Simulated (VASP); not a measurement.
Here is the system:

```
GaSb
1.0
    0.00000     3.05421     3.05421
    3.05421     0.00000     3.05421
    3.05421     3.05421     0.00000
Ga Sb
1 1
Cartesian
  0.00000   0.00000   0.00000
  1.52710   1.52710   1.52710
```

Calculation: PBEsol GGA, VASP's PBE PAW potentials (set 64) (plane waves; VASP). Numerical set-up: 400 eV cut-off, Gaussian smearing of 0.050 eV, potentials Ga_d Sb.

Unless said otherwise, spin-orbit coupling is left out, though it shifts the bands of the heavy elements here.

**Question.** Give the energies of bands 7 to 12 at the high-symmetry points, in eV from the valence-band maximum.

**Answer.** 
```json
[
 {"band": "7", "Γ": "0.00", "X": "-6.85", "U": "-6.67", "L": "-6.42", "W": "-6.72"},
 {"band": "8", "Γ": "0.00", "X": "-2.60", "U": "-3.67", "L": "-1.17", "W": "-3.40"},
 {"band": "9", "Γ": "0.00", "X": "-2.60", "U": "-2.22", "L": "-1.17", "W": "-3.18"},
 {"band": "10", "Γ": "0.02", "X": "0.83", "U": "1.33", "L": "0.36", "W": "3.68"},
 {"band": "11", "Γ": "2.76", "X": "1.15", "U": "3.83", "L": "3.72", "W": "4.25"},
 {"band": "12", "Γ": "2.76", "X": "8.70", "U": "6.58", "L": "3.72", "W": "4.38"}
]
```

The gap is direct, 0.02 eV, from the valence maximum at Γ to the conduction minimum at Γ.

The structure was generated: GaSb was put into the zinc blende type (F-43m), which need not be its known phase. It was relaxed first.
